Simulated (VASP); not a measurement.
A cell of SnSe$_{2}$ (1T layered) near equilibrium:

```
SnSe2
1.0
    1.90977    -3.30783     0.00000
    1.90977     3.30783     0.00000
    0.00000     0.00000     6.25656
Sn Se
1 2
Direct
  0.00000   0.00000   0.00000
  0.33333   0.66667   0.25327
  0.66667   0.33333   0.74673
```

Computed with PBEsol GGA, VASP's PBE PAW potentials (set 64) (plane waves; VASP 6.6.1).

Without a dispersion term in the relaxation, distances and binding between the weakly bound layers, chains or molecules are unreliable, and so is what depends on them. Unless said otherwise, spin-orbit coupling is left out, though it shifts the bands of the heavy elements here.

| run | ΔE (meV/atom) | σxx | σyy | σzz | largest shear component, with its sign (GPa) | largest force (eV/Å) | gap (eV) |
|---|---|---|---|---|---|---|---|
| as it is | 0.0 | 0.03 | 0.03 | -0.10 | 0.00 | 0.029 | 0.68 |
| after one change | 0.4 | -0.02 | -0.06 | -0.27 | 0.16 | 0.003 | 0.64 |
Stress is in GPa, positive when the cell is compressed; gaps are those on the k-mesh, and 0.00 means metallic.

Problem. Which change was made?
(A) shear strain γ_yz = +3.0 %
(B) uniaxial strain of -2.0 % along z
(C) shear strain γ_yz = -3.0 % with the ions relaxed
(D) isotropic strain of +1.5 %

Solution. C, shear strain γ_yz = -3.0 % with the ions relaxed

The compound is SnSe2 in the 1T layered structure.
